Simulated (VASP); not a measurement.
The system is HfIn4SiO6.

```xyz
12
Lattice="2.7160 -4.7033 0.0045 2.7160 4.7033 0.0045 -1.8631 0.0000 7.4041" Properties=species:S:1:pos:R:3 pbc="T T T"
Hf    2.7160    2.7768    0.0045
In    1.7845    1.2098    3.7066
In    2.7160   -0.3586    0.0045
In    1.7845    4.3741    3.7066
In    1.7845   -1.9666    3.7066
Si    2.7160   -3.4942    0.0045
O    -1.1351   -0.1798    6.4177
O     4.7040   -0.1798    0.9954
O     1.6933   -2.1708    6.4226
O     1.8757   -2.1708    0.9906
O     1.5632    1.2736    0.9906
O     2.0058    1.2736    6.4226
```

The cell was built by a generator and needn't be a form met in nature.

- Program: VASP 6.6.1
- Task: relaxation of cell and atoms
- Functional: LDA
- Potentials or basis: VASP PAW LDA potentials, release 64 (Hf_pv, In_d, Si, O)
- Cutoff: 600 eV
- k mesh: 6 × 6 × 4
- Occupations: fermi-dirac, width 0.05 eV
- Spin: no spin polarisation

At the start: pressure -8.2 GPa; volume 15.77 Å³/atom.

Q: Where does the relaxation end?

A: Over 13 steps the energy falls by 32.7 meV/atom and the volume is 14.44 Å³/atom (-8.4 %); space group C2 (No. 5, to 0.05 Å).

Step by step:
```tsv
step	energy change (eV)	largest force (eV/Å)	pressure (GPa)	volume (Å³)
1	0.0000	0.4750	-8.22	189.25
2	0.0613	1.4804	10.30	167.94
3	-0.3109	0.3741	-0.55	178.56
4	-0.3110	0.3930	-0.38	178.35
5	-0.3559	0.2196	-0.20	176.42
6	-0.3825	0.1748	0.29	173.20
7	-0.3828	0.1526	0.26	173.50
8	-0.3916	0.0616	-0.31	173.67
9	-0.3916	0.0590	-0.33	173.67
10	-0.3913	0.0733	0.49	172.82
11	-0.3923	0.0247	0.02	173.29
12	-0.3923	0.0252	0.04	173.28
13	-0.3924	0.0079	0.02	173.29
```

Final structure:
```
Hf In Si O
1.0
     2.66515   -4.60955    0.00367
     2.66515    4.60955    0.00367
    -1.82976    0.00000    7.05048
Hf In Si O
1 4 1 6
Direct
  0.20490 0.79510 0.00000
  0.37155 0.62845 0.50000
  0.53814 0.46186 0.00000
  0.03522 0.96478 0.50000
  0.70865 0.29135 0.50000
  0.87149 0.12851 0.00000
  0.10602 0.06765 0.86246
  0.93235 0.89398 0.13754
  0.83816 0.37672 0.86241
  0.62328 0.16184 0.13759
  0.19953 0.47044 0.13768
  0.52956 0.80047 0.86232
```
